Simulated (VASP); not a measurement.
# BaHg (Pm-3m) in VASP: single point with LDA

Aim: the single point of BaHg with LDA.

Everything below comes from runs of VASP 6.6.1. Logs are shortened: lines on timing, memory, paths and dates and some standing lists are left out, and cuts for length are marked.

**1. The crystal as given**

It takes space group Pm-3m (No. 221, cubic). The conventional cell has a = 4.179 Å, b = 4.179 Å, c = 4.179 Å, α = 90.00°, β = 90.00°, γ = 90.00°. Ba (site symmetry m-3m) has 8 Hg at 3.62 Å as nearest neighbours. Hg (site symmetry m-3m) has 8 Ba at 3.62 Å as nearest neighbours.

The cell comes from a database or a generator and needn't be the stable form of this composition.

**2. Single point, LDA**

INCAR

```
ALGO = Normal
EDIFF = 1E-7
ENCUT = 520
ISIF = 2
ISMEAR = 0
LASPH = T
LCHARG = T
LELF = T
LREAL = F
LVHAR = T
LWAVE = F
NBANDS = 18
NELM = 100
PREC = Accurate
SIGMA = 0.1
```

KPOINTS

```
k-points
0
Gamma
  4 4 4
```

POSCAR

```
BaHg
1.0
    4.1787600400      0.0000000000      0.0000000000
    0.0000000000      4.1787600400      0.0000000000
    0.0000000000      0.0000000000      4.1787600400
Ba Hg
1 1
Direct
    0.0000000000      0.0000000000      0.0000000000
    0.5000000000      0.5000000000      0.5000000000
```

Potentials or basis: VASP PAW LDA potentials, release 64 (Ba_sv, Hg).

Started as:

```console
$ cat potpaw_LDA.64/Ba_sv/POTCAR potpaw_LDA.64/Hg/POTCAR > POTCAR
$ mpirun -np 1 vasp_std > vasp.out
```

OUTCAR:

```text
EDIFF = 1E-7
   ENCUT = 520
   ISIF = 2
   ISMEAR = 0
   LASPH = T
   LREAL = F
   NELM = 100
   PREC = Accurate

 ion  position               nearest neighbor table
   1  0.000  0.000  0.000-   2 3.62   2 3.62   2 3.62   2 3.62   2 3.62   2 3.62   2 3.62   2 3.62

   2  0.500  0.500  0.500-   1 3.62   1 3.62   1 3.62   1 3.62   1 3.62   1 3.62   1 3.62   1 3.62

  LATTYP: Found a simple cubic cell.
 ALAT       =     4.1787600400

  Lattice vectors:

 A1 = (   4.1787600400,   0.0000000000,   0.0000000000)
 A2 = (   0.0000000000,   4.1787600400,   0.0000000000)
 A3 = (   0.0000000000,   0.0000000000,   4.1787600400)

Analysis of symmetry for initial positions (statically):
=====================================================================
 Subroutine PRICEL returns:
 Original cell was already a primitive cell.

 Routine SETGRP: Setting up the symmetry group for a
 simple cubic supercell.

 Subroutine GETGRP returns: Found 48 space group operations
 (whereof 48 operations were pure point group operations)
 out of a pool of 48 trial point group operations.

The static configuration has the point symmetry O_h .

Analysis of symmetry for dynamics (positions and initial velocities):
=====================================================================
 Subroutine PRICEL returns:
 Original cell was already a primitive cell.

 Routine SETGRP: Setting up the symmetry group for a
 simple cubic supercell.

 Subroutine GETGRP returns: Found 48 space group operations
 (whereof 48 operations were pure point group operations)
 out of a pool of 48 trial point group operations.

The dynamic configuration has the point symmetry O_h .

 Subroutine INISYM returns: Found 48 space group operations
 (whereof 48 operations are pure point group operations),
 and found     1 'primitive' translations

----------------------------------------------------------------------------------------

                                     Primitive cell

  volume of cell :      72.9697

  direct lattice vectors                    reciprocal lattice vectors
     4.178760040  0.000000000  0.000000000     0.239305438  0.000000000  0.000000000
     0.000000000  4.178760040  0.000000000     0.000000000  0.239305438  0.000000000
     0.000000000  0.000000000  4.178760040     0.000000000  0.000000000  0.239305438

  length of vectors
     4.178760040  4.178760040  4.178760040     0.239305438  0.239305438  0.239305438

  position of ions in fractional coordinates (direct lattice)
     0.000000000  0.000000000  0.000000000
     0.500000000  0.500000000  0.500000000

  ion indices of the primitive-cell ions
   primitive index   ion index
                 1           1
                 2           2

----------------------------------------------------------------------------------------

 KPOINTS: k-points

Automatic generation of k-mesh.
 Grid dimensions read from file:
 generate k-points for:    4    4    4

 Generating k-lattice:

  Cartesian coordinates                     Fractional coordinates (reciprocal lattice)
     0.059826359  0.000000000  0.000000000     0.250000000  0.000000000  0.000000000
     0.000000000  0.059826359  0.000000000     0.000000000  0.250000000  0.000000000
     0.000000000  0.000000000  0.059826359     0.000000000  0.000000000  0.250000000

  Length of vectors
     0.059826359  0.059826359  0.059826359

  Shift w.r.t. Gamma in fractional coordinates (k-lattice)
     0.000000000  0.000000000  0.000000000

 Subroutine IBZKPT returns following result:
 ===========================================

 Found     10 irreducible k-points:

 Following reciprocal coordinates:
            Coordinates               Weight
  0.000000  0.000000  0.000000      1.000000
  0.250000  0.000000  0.000000      6.000000
  0.500000  0.000000  0.000000      3.000000
  0.250000  0.250000  0.000000     12.000000
  0.500000  0.250000  0.000000     12.000000
  0.500000  0.500000  0.000000      3.000000
  0.250000  0.250000  0.250000      8.000000
  0.500000  0.250000  0.250000     12.000000
  0.500000  0.500000  0.250000      6.000000
  0.500000  0.500000  0.500000      1.000000
   k-points           NKPTS =     10   k-points in BZ     NKDIM =     10   number of bands    NBANDS=     18
   number of dos      NEDOS =    301   number of ions     NIONS =      2
   total plane-waves  NPLWV =  32768
   dimension x,y,z NGX =    32 NGY =   32 NGZ =   32
   dimension x,y,z NGXF=    64 NGYF=   64 NGZF=   64
   ions per type =               1   1
   NGX,Y,Z   is equivalent  to a cutoff of  12.73, 12.73, 12.73 a.u.
   NGXF,Y,Z  is equivalent  to a cutoff of  25.46, 25.46, 25.46 a.u.
 SYSTEM =  unknown system
   PREC   = accura    normal or accurate (medium, high low for compatibility)
   ISTART =      0    job   : 0-new  1-cont  2-samecut
   ICHARG =      2    charge: 1-file 2-atom 10-const
   ISPIN  =      1    spin polarized calculation?
   LNONCOLLINEAR =      F non collinear calculations
   LSORBIT =      F    spin-orbit coupling
   LASPH  =      T    aspherical Exc in radial PAW
   ENCUT  =  520.0 eV  38.22 Ry    6.18 a.u.   7.77  7.77  7.77*2*pi/ulx,y,z
   NELM   =    100;   NELMIN=  2; NELMDL= -5     # of ELM steps
   EDIFF  = 0.1E-06   stopping-criterion for ELM
   LREAL  =      F    real-space projection
   EDIFFG = 0.1E-05   stopping-criterion for IOM
   NSW    =      0    number of steps for IOM
   IBRION =     -1    ionic relax: 0-MD 1-quasi-New 2-CG
   NFREE  =      0    steps in history (QN), initial steepest desc. (CG)
   ISIF   =      2    stress and relaxation
   ISYM   =      2    0-nonsym 1-usesym 2-fastsym
   POTIM  = 0.5000    time-step for ionic-motion
   TEBEG  =    0.0;   TEEND  =   0.0 temperature during run
   PSTRESS=    0.0 pullay stress
   NELECT =      22.0000    total number of electrons
   NUPDOWN=      -1.0000    fix difference up-down
   EMIN   =  10.00;   EMAX   =-10.00  energy-range for DOS
   EFERMI =   0.00;   METHOD = LEGACY
   ISMEAR =     0;   SIGMA  =   0.10  broadening in eV -4-tet -1-fermi 0-gaus
   EFERMI_NEDOS =   21; number of points for ismear=-14 and -15
   IALGO  =     38    algorithm
   IMIX   =      4    mixing-type and parameters
     AMIX     =   0.40;   BMIX     =  1.00
     AMIX_MAG =   1.60;   BMIX_MAG =  1.00
  volume/ion in A,a.u.               =      36.48       246.21
  Fermi-wavevector in a.u.,A,eV,Ry     =   1.097745  2.074438 16.395632  1.205045
  Thomas-Fermi vector in A             =   2.234111
   LORBIT       =      0    0 simple, 1 ext, 2 COOP (PROOUT), +10 PAW based schemes
   GGA     = CA    functional components
   LHFCALC =     F    Hartree Fock is set to
   AEXX    =    0.0000 exact exchange contribution
   IVDW    =     0    specifies the selected vdW correction
   LEPSILON=     F    determine dielectric tensor
   LRPA    =     F    only Hartree local field effects (RPA)
 non-spin polarized calculation
 Gauss-broadening in eV      SIGMA  =   0.10
  energy-cutoff  :      520.00
  volume of cell :       72.97
 maximum number of plane-waves:      1986
 NGX is ok and might be reduce to    32
   NGX = 15   NGY = 15   NGZ = 15

 number of electron      21.9999999 magnetization

 Free energy of the ion-electron system (eV)
  ---------------------------------------------------
  ext. energy  EPLUGINS =         0.00000000
  ---------------------------------------------------
  free energy    TOTEN  =        -4.30622626 eV

  energy without entropy =       -4.29002177  energy(sigma->0) =       -4.29812401

 E-fermi :   2.3186     XC(G=0):  -9.3527

 val. band max:        2.2718030389   @ k =   0.2500   0.0000   0.0000
 cond. band min:       2.3217751603   @ k =   0.5000   0.2500   0.2500
 fundamental gap:      0.0499721214
 Fermi energy:         2.3186256767

 k-point     1 :       0.0000    0.0000    0.0000
  band No.  band energies     occupation
      1     -25.9656      2.00000
      2     -10.9968      2.00000
      3     -10.9968      2.00000
      4     -10.9968      2.00000
      5      -4.8484      2.00000
      6      -4.8484      2.00000
[... 10 lines left out ...]
     17       7.1545      0.00000
     18       7.1545      0.00000

 k-point     2 :       0.2500    0.0000    0.0000
  band No.  band energies     occupation
      1     -25.9483      2.00000
      2     -11.2904      2.00000
      3     -10.9799      2.00000
      4     -10.9799      2.00000
      5      -4.8232      2.00000
      6      -4.7144      2.00000
[... 10 lines left out ...]
     17       9.0780      0.00000
     18       9.0780      0.00000

 k-point     3 :       0.5000    0.0000    0.0000
  band No.  band energies     occupation
      1     -25.9309      2.00000
      2     -11.5564      2.00000
      3     -10.9628      2.00000
      4     -10.9628      2.00000
      5      -4.7977      2.00000
      6      -4.6305      2.00000
[... 10 lines left out ...]
     17       9.2213      0.00000
     18       9.6824      0.00000

 k-point     4 :       0.2500    0.2500    0.0000
  band No.  band energies     occupation
      1     -25.9317      2.00000
      2     -11.2728      2.00000
      3     -11.2199      2.00000
      4     -10.9554      2.00000
      5      -4.7705      2.00000
      6      -4.6935      2.00000
[... 10 lines left out ...]
     17       7.2270      0.00000
     18       9.7976      0.00000

 k-point     5 :       0.5000    0.2500    0.0000
  band No.  band energies     occupation
      1     -25.9150      2.00000
      2     -11.4919      2.00000
      3     -11.2019      2.00000
      4     -10.9306      2.00000
      5      -4.7551      2.00000
      6      -4.7365      2.00000
[... 10 lines left out ...]
     17       8.1000      0.00000
     18       9.4972      0.00000

 k-point     6 :       0.5000    0.5000    0.0000
  band No.  band energies     occupation
      1     -25.8990      2.00000
      2     -11.4252      2.00000
      3     -11.4252      2.00000
      4     -10.8978      2.00000
      5      -4.8277      2.00000
      6      -4.7610      2.00000
[... 10 lines left out ...]
     17       7.5993      0.00000
     18       8.4119      0.00000

 k-point     7 :       0.2500    0.2500    0.2500
  band No.  band energies     occupation
      1     -25.9155      2.00000
      2     -11.2356      2.00000
      3     -11.1987      2.00000
      4     -11.1987      2.00000
      5      -4.7153      2.00000
      6      -4.6740      2.00000
[... 10 lines left out ...]
     17       9.2389      0.00000
     18       9.2389      0.00000

 k-point     8 :       0.5000    0.2500    0.2500
  band No.  band energies     occupation
      1     -25.8991      2.00000
      2     -11.4476      2.00000
      3     -11.1775      2.00000
      4     -11.1728      2.00000
      5      -4.7684      2.00000
      6      -4.6911      2.00000
[... 10 lines left out ...]
     17       8.5962      0.00000
     18      10.4333      0.00000

 k-point     9 :       0.5000    0.5000    0.2500
  band No.  band energies     occupation
      1     -25.8831      2.00000
      2     -11.4026      2.00000
      3     -11.4026      2.00000
      4     -11.1481      2.00000
      5      -4.7290      2.00000
      6      -4.6927      2.00000
[... 10 lines left out ...]
     17       8.4991      0.00000
     18       9.8459      0.00000

 k-point    10 :       0.5000    0.5000    0.5000
  band No.  band energies     occupation
      1     -25.8670      2.00000
      2     -11.3797      2.00000
      3     -11.3797      2.00000
      4     -11.3797      2.00000
      5      -4.6468      2.00000
      6      -4.6468      2.00000
[... 10 lines left out ...]
     17       8.5908      0.00000
     18       8.5908      0.00000

------------------------ aborting loop because EDIFF is reached ----------------------------------------

  FORCE on cell =-STRESS in cart. coord.  units (eV):
  Direction    XX          YY          ZZ          XY          YZ          ZX
  --------------------------------------------------------------------------------------
  -------------------------------------------------------------------------------------
  Total       -1.2018561     -1.2018561     -1.2018561     -0.0000000     -0.0000000      0.0000000
  in kB      -26.3888673    -26.3888673    -26.3888673     -0.0000000     -0.0000000      0.0000000
  external PRESSURE =     -26.3888673 kB  Pullay stress =       0.0000000 kB

 VOLUME and BASIS-vectors are now :
 -----------------------------------------------------------------------------
  energy-cutoff  :      520.00
  volume of cell :       72.97
      direct lattice vectors                 reciprocal lattice vectors
     4.178760040  0.000000000  0.000000000     0.239305438  0.000000000  0.000000000
     0.000000000  4.178760040  0.000000000     0.000000000  0.239305438  0.000000000
     0.000000000  0.000000000  4.178760040     0.000000000  0.000000000  0.239305438

 POSITION                                       TOTAL-FORCE (eV/Angst)
 -----------------------------------------------------------------------------------
      0.00000      0.00000      0.00000         0.000000      0.000000      0.000000
      2.08938      2.08938      2.08938         0.000000      0.000000      0.000000
 -----------------------------------------------------------------------------------
    total drift:                                0.000000      0.000000     -0.000000

  FREE ENERGIE OF THE ION-ELECTRON SYSTEM (eV)
  ---------------------------------------------------
  free  energy   TOTEN  =        -4.3062262559 eV

  energy  without entropy=       -4.2900217685  energy(sigma->0) =       -4.29812401
```

Run time: 7.8 s. Hardware: 1 thread of Intel Xeon Platinum 8488C (Sapphire Rapids), shared host; peak memory 0.16 GiB.

Results:

* Free energy: -4.3062 eV
* Pressure: -2.6 GPa
* Band gap on the k mesh: none (metal or under the smearing width)

Levels at points of the mesh, in eV from the Fermi level:
```
           k point  band 9  band 10  band 11  band 12  band 13  band 14
(0.00, 0.00, 0.00)   -6.95    -6.11     0.86     0.86     3.92     3.92
(0.50, 0.00, 0.00)   -6.90    -4.24    -1.94     1.01     1.61     1.61
(0.50, 0.50, 0.00)   -6.77    -4.44     0.69     0.69     1.23     3.47
(0.50, 0.50, 0.50)   -6.76    -2.98    -1.16    -1.16    -1.16     5.95
```

Caveat: the k mesh is coarse (spacing up to 0.38 Å⁻¹), so the values aren't converged.
